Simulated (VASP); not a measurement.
These are PBE GGA, VASP's PBE PAW potentials (set 64) (plane waves; VASP 6.6.1) values and carry that method's errors.

A VASP calculation is set up with these files.

**KPOINTS**
```
Automatic mesh
0
gamma
  10 10 6
0 0 0
```

INCAR:
```
ALGO = Normal
LASPH = .TRUE.   ! aspherical one-centre terms
LWAVE = .FALSE.
ENCUT = 300   ! plane-wave cut-off (eV)
ISIF = 2   ! forces and stress, cell fixed
SIGMA = 0.1   ! width (eV)
LMAXMIX = 6   ! l cut-off of mixed one-centre charges
SYSTEM = La
LCHARG = .FALSE.
EDIFF = 1E-6
LREAL = .FALSE.   ! projection in real space or not
ISMEAR = 0
PREC = Accurate
NBANDS = 13
NELM = 100   ! most electronic steps
GGA = PE   ! PBE
```

POSCAR:
```
La
1.0
  3.7609530000   0.0000000000   0.0000000000
 -1.8804760000   3.2570800000   0.0000000000
  0.0000000000   0.0000000000   6.1062600000
La
2
Cart
  0.0212685192   2.1492754362   1.4892984952
  1.8592084808   1.1078045638   4.6169615048
```

POTCAR, in this order: La (PBE.64 set). Program: vasp_std.

The run wrote:

OSZICAR:
```
       N       E                     dE             d eps       ncg     rms          rms(c)
DAV:   1     0.227240102906E+03    0.22724E+03   -0.60689E+03  7997   0.149E+03
DAV:   2     0.246787495894E+02   -0.20256E+03   -0.20155E+03 12780   0.400E+02
DAV:   3    -0.490188995593E+01   -0.29581E+02   -0.29314E+02 13334   0.171E+02
DAV:   4    -0.922221952179E+01   -0.43203E+01   -0.42416E+01 15808   0.573E+01
DAV:   5    -0.969335585871E+01   -0.47114E+00   -0.46584E+00 13736   0.182E+01    0.326E+00
DAV:   6    -0.970836327949E+01   -0.15007E-01   -0.81984E-01 15808   0.792E+00    0.171E+00
DAV:   7    -0.970746232597E+01    0.90095E-03   -0.10754E-01 14491   0.285E+00    0.879E-01
DAV:   8    -0.970773325409E+01   -0.27093E-03   -0.30628E-02 13904   0.145E+00    0.169E-01
DAV:   9    -0.970844021872E+01   -0.70696E-03   -0.33029E-03 15808   0.495E-01    0.139E-01
DAV:  10    -0.970917191033E+01   -0.73169E-03   -0.20884E-03 14388   0.361E-01    0.686E-02
DAV:  11    -0.970942700567E+01   -0.25510E-03   -0.11608E-03 15769   0.259E-01    0.146E-02
DAV:  12    -0.970943772013E+01   -0.10714E-04   -0.11755E-04 15808   0.102E-01    0.102E-02
DAV:  13    -0.970944134343E+01   -0.36233E-05   -0.25687E-05 15803   0.347E-02    0.653E-03
DAV:  14    -0.970944223130E+01   -0.88786E-06   -0.10584E-05 13369   0.231E-02    0.126E-03
DAV:  15    -0.970944226857E+01   -0.37269E-07   -0.17280E-06  8127   0.126E-02
   1 F= -.97094423E+01 E0= -.97001186E+01  d E =-.186474E-01
```

OUTCAR:
```
------------------------ aborting loop because EDIFF is reached ----------------------------------------
  FORCE on cell =-STRESS in cart. coord.  units (eV):
  Direction    XX          YY          ZZ          XY          YZ          ZX
  --------------------------------------------------------------------------------------
  Total        0.0164797     -0.0189606     -0.0310473     -0.0164832      0.0138026     -0.0128201
  in kB        0.3529871     -0.4061258     -0.6650180     -0.3530608      0.2956440     -0.2746002
  external PRESSURE =      -0.2393856 kB  Pullay stress =       0.0000000 kB
  volume of cell :       74.80
      direct lattice vectors                 reciprocal lattice vectors
     3.760953000  0.000000000  0.000000000     0.265890055  0.153511694  0.000000000
    -1.880476000  3.257080000  0.000000000     0.000000000  0.307023469  0.000000000
     0.000000000  0.000000000  6.106260000     0.000000000  0.000000000  0.163766364
 POSITION                                       TOTAL-FORCE (eV/Angst)
 -----------------------------------------------------------------------------------
      0.02127      2.14928      1.48930        -0.014214      0.016019      0.099511
      1.85921      1.10780      4.61696         0.014214     -0.016019     -0.099511
 -----------------------------------------------------------------------------------
    total drift:                                0.000000     -0.000000      0.000000
  FREE ENERGIE OF THE ION-ELECTRON SYSTEM (eV)
  ---------------------------------------------------
  free  energy   TOTEN  =        -9.7094422686 eV

  energy  without entropy=       -9.6907948634  energy(sigma->0) =       -9.70011857
```
(Selected blocks of OUTCAR.)

At this cut-off the stress carries a Pulay error, which pulls relaxed volumes low.

The structure was generated: La was put into an ordered model structure, which need not be its known phase. The cell was not relaxed at this level, atoms are displaced from their ideal sites. The run is one of a series of settings (NBANDS = 13 against the base run), some of them coarse on purpose.
